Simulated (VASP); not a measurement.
Data:

```
CdS
1.0
    0.00000     2.99549     2.99549
    2.99549     0.00000     2.99549
    2.99549     2.99549     0.00000
Cd S
1 1
Cartesian
  0.00000   0.00000   0.00000
  1.49774   1.49774   1.49774
```

Level of theory: r2SCAN meta-GGA, VASP's PBE PAW potentials (set 64) (plane waves; VASP). Settings: 480 eV cut-off, 8×8×8 Γ-centred mesh, Gaussian smearing of 0.050 eV, potentials Cd S.

Give the stress tensor in GPa (positive for a compressed cell).

```
-2.84   0.00   0.00
 0.00  -2.84   0.00
 0.00   0.00  -2.84
```
The pressure is its mean diagonal, -2.84 GPa.

The compound is CdS in the zinc blende structure, a metastable form; wurtzite is the usual one. This cell was strained or had an atom moved on purpose.
